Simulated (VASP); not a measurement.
Consider the following.

```xyz
5
Lattice="5.3941 0.0000 0.0000 0.0000 5.3941 0.0000 0.0000 0.0000 5.3941" Properties=species:S:1:pos:R:3 pbc="T T T"
Cs     0.0000     0.0000     0.0000
Pb     2.6970     2.6970     2.6970
Br     2.6970     0.0000     2.6970
Br     0.0000     2.6970     2.6970
Br     2.6970     2.6970     0.0000
```

Computed with PBEsol GGA, VASP's PBE PAW potentials (set 64) (plane waves; VASP). Run with 500 eV cut-off, 6×6×6 Γ-centred mesh, first-order Methfessel-Paxton smearing of 0.10 eV, potentials Cs_sv Pb_d Br.

Energy and stress use the plane-wave basis of the starting cell.

The ions, cell shape and volume at an external pressure of 20.0 GPa are relaxed. Give the cell that the relaxation ends in.

```xyz
5
Lattice="5.1752 0.0000 0.0000 0.0000 5.1752 0.0000 0.0000 0.0000 5.1752" Properties=species:S:1:pos:R:3 pbc="T T T"
Cs     0.0000     0.0000     0.0000
Pb     2.5876     2.5876     2.5876
Br     2.5876     0.0000     2.5876
Br     0.0000     2.5876     2.5876
Br     2.5876     2.5876     0.0000
```
Space group Pm-3m (221), at a tolerance of 0.03 Å.

How do energy and volume change from the first to the last step?

The energy (σ→0) changes by +331.5 meV/atom and the volume by -11.7 %, in 4 ionic steps.

The compound is CsPbBr3 in the cubic perovskite structure, the ideal cubic form; the compound distorts at low or room temperature. This run relaxes it under an external pressure of 20 GPa. Symmetry was kept, so distortions that lower it aren't found.
